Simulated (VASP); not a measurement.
OSZICAR of a VASP run on Ag2Sn2Sr (atoms displaced from the I4/mmm structure):

### OSZICAR
```
       N       E                     dE             d eps       ncg     rms          rms(c)
DAV:   1     0.483120357123E+03    0.48312E+03   -0.21615E+04  8460   0.155E+03
DAV:   2     0.342593309039E+02   -0.44886E+03   -0.43680E+03  8364   0.448E+02
DAV:   3    -0.189413964766E+02   -0.53201E+02   -0.52217E+02  8880   0.148E+02
DAV:   4    -0.214540432596E+02   -0.25126E+01   -0.24986E+01 12436   0.321E+01
DAV:   5    -0.215430594933E+02   -0.89016E-01   -0.88901E-01 11528   0.488E+00    0.172E+01
DAV:   6    -0.204223872339E+02    0.11207E+01   -0.73636E+00  9384   0.180E+01    0.100E+01
DAV:   7    -0.203585331439E+02    0.63854E-01   -0.71149E-01  9468   0.596E+00    0.432E+00
DAV:   8    -0.203370550960E+02    0.21478E-01   -0.54746E-02 11940   0.167E+00    0.105E+00
DAV:   9    -0.203338676652E+02    0.31874E-02   -0.15171E-02 11820   0.856E-01    0.140E-01
DAV:  10    -0.203339517405E+02   -0.84075E-04   -0.12220E-03 10900   0.255E-01    0.739E-02
DAV:  11    -0.203339632810E+02   -0.11541E-04   -0.10532E-04 12456   0.689E-02    0.287E-02
DAV:  12    -0.203339629209E+02    0.36016E-06   -0.93605E-06  9972   0.259E-02
   1 F= -.20333963E+02 E0= -.20333397E+02  d E =-.113128E-02
```

### Question
Which electronic solver shows in the log?

### Answer
It is blocked Davidson (ALGO = Normal, or the opening steps of other solvers). The INCAR had ALGO = Normal.

### Question
Can the final energy be trusted as converged?

### Answer
The run converged. It stopped with EDIFF = 1E-6, NELM = 100 (LDA (Ceperley-Alder, Perdew-Zunger), plane waves, VASP's LDA PAW potentials (set 64)).

The structure comes from a computed database's Ag2Sn2Sr entry (I4/mmm); how it stands against other phases isn't given here. The cell was not relaxed at this level, atoms are displaced from their ideal sites. The k-mesh is coarse (spacing up to 0.31 per Å, 2π included), so the numbers may not be converged in it.
